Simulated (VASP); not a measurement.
Calculation: SCAN meta-GGA, VASP's PBE PAW potentials (set 64) (plane waves; VASP 6.6.1).

A VASP calculation is set up with these files.

File KPOINTS:
```
kpoints
0
gamma
 7 7 7
0 0 0
```

**INCAR**
```
PREC = Accurate
LCHARG = F
SIGMA = 0.05   # width (eV)
SYSTEM = CdTe
LREAL = F   # projection in real space or not
LWAVE = F
LMIXTAU = T
METAGGA = SCAN
EDIFF = 1E-7   # SCF stop (eV)
ALGO = Normal
ISMEAR = 0   # Gaussian
LASPH = T   # aspherical one-centre terms
ENCUT = 520   # plane-wave cut-off (eV)
NELM = 100   # most electronic steps
ISIF = 2   # forces and stress, cell fixed
LMAXMIX = 4   # l cut-off of mixed one-centre charges
```

POSCAR:
```
CdTe
1
    0.0000000000     3.3307821088     3.3307821088
    3.3307821088     0.0000000000     3.3307821088
    3.3307821088     3.3307821088     0.0000000000
Cd Te
1 1
Direct
  0.0000000000   0.0000000000   0.0000000000
  0.2500000000   0.2500000000   0.2500000000
```

POTCAR, in this order: Cd Te (PBE.64 set). Program: vasp_std.

Output

### OSZICAR
```
       N       E                     dE             d eps       ncg     rms          rms(c)
DAV:   1     0.387649669917E+02    0.38765E+02   -0.83582E+03   520   0.121E+03
DAV:   2    -0.687314938251E+02   -0.10750E+03   -0.10258E+03   570   0.283E+02
DAV:   3    -0.733248995101E+02   -0.45934E+01   -0.45753E+01   655   0.615E+01
DAV:   4    -0.733696150823E+02   -0.44716E-01   -0.44713E-01   666   0.533E+00
DAV:   5    -0.733699987405E+02   -0.38366E-03   -0.38366E-03   650   0.388E-01    0.476E+00
DAV:   6    -0.690401615005E+02    0.43298E+01   -0.47543E+00   520   0.334E+01    0.696E+00
DAV:   7    -0.685554934767E+02    0.48467E+00   -0.34075E-01   520   0.918E+00    0.374E+00
DAV:   8    -0.684352813063E+02    0.12021E+00   -0.11222E-01   520   0.464E+00    0.152E+00
DAV:   9    -0.685287782685E+02   -0.93497E-01   -0.30036E-01   520   0.610E+00    0.408E-01
DAV:  10    -0.685104797299E+02    0.18299E-01   -0.36920E-02   520   0.243E+00    0.437E-01
DAV:  11    -0.685908613605E+02   -0.80382E-01   -0.10630E-01   520   0.391E+00    0.138E-01
DAV:  12    -0.685946688756E+02   -0.38075E-02   -0.51582E-03   570   0.916E-01    0.167E-01
DAV:  13    -0.685947081732E+02   -0.39298E-04   -0.14895E-02   520   0.158E+00    0.118E-01
DAV:  14    -0.685977470691E+02   -0.30389E-02   -0.30759E-03   520   0.851E-01    0.897E-02
DAV:  15    -0.685979001591E+02   -0.15309E-03   -0.10275E-03   520   0.395E-01    0.157E-01
DAV:  16    -0.685987992758E+02   -0.89912E-03   -0.73414E-04   520   0.348E-01    0.127E-01
DAV:  17    -0.685987354424E+02    0.63833E-04   -0.67769E-04   520   0.392E-01    0.580E-02
DAV:  18    -0.685986404341E+02    0.95008E-04   -0.24460E-04   520   0.215E-01    0.533E-02
DAV:  19    -0.685986632672E+02   -0.22833E-04   -0.83610E-05   520   0.127E-01    0.452E-02
DAV:  20    -0.685987046377E+02   -0.41371E-04   -0.73396E-06   550   0.327E-02    0.155E-02
DAV:  21    -0.685987222591E+02   -0.17621E-04   -0.49992E-06   530   0.355E-02    0.414E-03
DAV:  22    -0.685987175103E+02    0.47489E-05   -0.22534E-06   535   0.204E-02    0.324E-03
DAV:  23    -0.685987129000E+02    0.46102E-05   -0.12706E-06   520   0.130E-02    0.288E-03
DAV:  24    -0.685987140752E+02   -0.11751E-05   -0.29769E-07   540   0.714E-03    0.352E-04
DAV:  25    -0.685987151523E+02   -0.10771E-05   -0.44750E-08   365   0.261E-03    0.480E-04
DAV:  26    -0.685987148632E+02    0.28916E-06   -0.36206E-09   280   0.726E-04    0.211E-04
DAV:  27    -0.685987151809E+02   -0.31775E-06   -0.45973E-09   270   0.982E-04    0.880E-05
DAV:  28    -0.685987151268E+02    0.54104E-07   -0.12258E-09   275   0.461E-04
   1 F= -.68598715E+02 E0= -.68598715E+02  d E =-.326474E-13
```

OUTCAR:
```
------------------------ aborting loop because EDIFF is reached ----------------------------------------
  FORCE on cell =-STRESS in cart. coord.  units (eV):
  Direction    XX          YY          ZZ          XY          YZ          ZX
  --------------------------------------------------------------------------------------
  Total       -0.9682457     -0.9682457     -0.9682457      0.0000000      0.0000000     -0.0000000
  in kB      -20.9907286    -20.9907286    -20.9907286      0.0000000      0.0000000     -0.0000000
  external PRESSURE =     -20.9907286 kB  Pullay stress =       0.0000000 kB
  volume of cell :       73.90
      direct lattice vectors                 reciprocal lattice vectors
     0.000000000  3.330782109  3.330782109    -0.150114893  0.150114893  0.150114893
     3.330782109  0.000000000  3.330782109     0.150114893 -0.150114893  0.150114893
     3.330782109  3.330782109  0.000000000     0.150114893  0.150114893 -0.150114893
  FREE ENERGIE OF THE ION-ELECTRON SYSTEM (eV)
  ---------------------------------------------------
  free  energy   TOTEN  =       -68.5987151268 eV

  energy  without entropy=      -68.5987151268  energy(sigma->0) =      -68.59871513
```
(Selected blocks of OUTCAR.)

File OUTCAR:
```
 val. band max:        1.3880389175   @ k =   0.0000   0.0000   0.0000

 cond. band min:       2.1848366989   @ k =   0.0000   0.0000   0.0000


 Fermi energy:         1.6264931127

 k-point     1 :       0.0000    0.0000    0.0000
  band No.  band energies     occupation
      1      -9.7311      2.00000
      2      -6.9290      2.00000
      3      -6.9290      2.00000
      4      -6.9288      2.00000
      5      -6.6994      2.00000
      6      -6.6994      2.00000
      7       1.3880      2.00000
      8       1.3880      2.00000
      9       1.3880      2.00000
     10       2.1848      0.00000
     11       6.3588      0.00000
     12       6.3588      0.00000
     13       6.3588      0.00000

 k-point     2 :       0.1429    0.0000    0.0000
  band No.  band energies     occupation
      1      -9.6672      2.00000
      2      -6.9173      2.00000
      3      -6.9170      2.00000
      4      -6.8708      2.00000
      5      -6.7001      2.00000
      6      -6.7000      2.00000
      7       0.0332      2.00000
      8       1.2376      2.00000
      9       1.2376      2.00000
     10       3.1719      0.00000
     11       6.2902      0.00000
     12       6.6036      0.00000
     13       6.6037      0.00000

 k-point     3 :       0.2857    0.0000    0.0000
  band No.  band energies     occupation
      1      -9.5241      2.00000
      2      -6.8933      2.00000
      3      -6.8928      2.00000
      4      -6.6988      2.00000
      5      -6.6986      2.00000
      6      -6.6862      2.00000
      7      -1.5215      2.00000
      8       0.9417      2.00000
      9       0.9418      2.00000
     10       3.4955      0.00000
     11       6.9187      0.00000
     12       6.9187      0.00000
     13       7.2201      0.00000

 k-point     4 :       0.4286    0.0000    0.0000
  band No.  band energies     occupation
      1      -9.4117      2.00000
      2      -6.8772      2.00000
      3      -6.8767      2.00000
...
```

Unless said otherwise, spin-orbit coupling is left out, though it shifts the bands of the heavy elements here.

The compound is CdTe in the zinc blende structure. This cell is one point of a volume scan, at 1.06 of the reference volume.
